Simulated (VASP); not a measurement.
Calculation: PBE GGA, VASP's PBE PAW potentials (set 64) (plane waves; VASP).

Input for VASP

**KPOINTS**
```
Automatic mesh
0
Gamma
1 1 1
0 0 0
```

POSCAR:
```
TaAs
5.9424630
 -0.2934274896   0.2934274896   1.0000000000
  0.2934274896  -0.2934274896   1.0000000000
  0.2934274896   0.2934274896  -1.0000000000
Ta As
2 2
Cartesian
  0.2934274896   0.0000000000   0.9999400000
  0.0000000000  -0.0000000000   1.4999400000
  0.2934274896   0.0000000000   0.1652600000
 -0.0000000000   0.0000000000   0.6652600000
```

INCAR:
```
SYSTEM = TaAs
PREC = Accurate; ENCUT = 300; LREAL = F
LASPH = T
EDIFF = 1E-6; NELM = 100; ALGO = Normal
LMAXMIX = 6
ISMEAR = -1; SIGMA = 0.136
GGA = PE
ISIF = 2
LWAVE = F; LCHARG = F
```

POTCAR, in this order: Ta_pv As (PBE.64 set). Program: vasp_std.

### Question
Estimate the energy per atom (σ→0), largest force.

### Answer

```
Item                            Value
---------------------  --------------
energy per atom (σ→0)  -7.241 eV/atom
largest force              2.713 eV/Å
```

OSZICAR:
```
...
DAV:   7    -0.289624224190E+02    0.11545E+00   -0.38024E-01    48   0.351E+00    0.358E+00
DAV:   8    -0.289648118242E+02   -0.23894E-02   -0.66454E-02    56   0.149E+00    0.471E-01
DAV:   9    -0.289662875720E+02   -0.14757E-02   -0.23545E-02    56   0.614E-01    0.212E-01
DAV:  10    -0.289657444806E+02    0.54309E-03   -0.69568E-03    56   0.405E-01    0.343E-02
DAV:  11    -0.289657445793E+02   -0.98629E-07   -0.23006E-04    56   0.968E-02    0.173E-02
DAV:  12    -0.289657496809E+02   -0.51017E-05   -0.29848E-05    56   0.300E-02    0.606E-03
DAV:  13    -0.289657493055E+02    0.37545E-06   -0.42577E-06    48   0.132E-02
   1 F= -.28965749E+02 E0= -.28965553E+02  d E =-.391741E-03
```

The structure comes from a computed database's TaAs entry; how it stands against other phases isn't given here. The cell was not relaxed at this level. The k-mesh is coarse (spacing up to 2.55 per Å, 2π included), so the numbers may not be converged in it. The run is one of a series of settings (KPOINTS 1×1×1 Γ-centred mesh against the base run), some of them coarse on purpose.
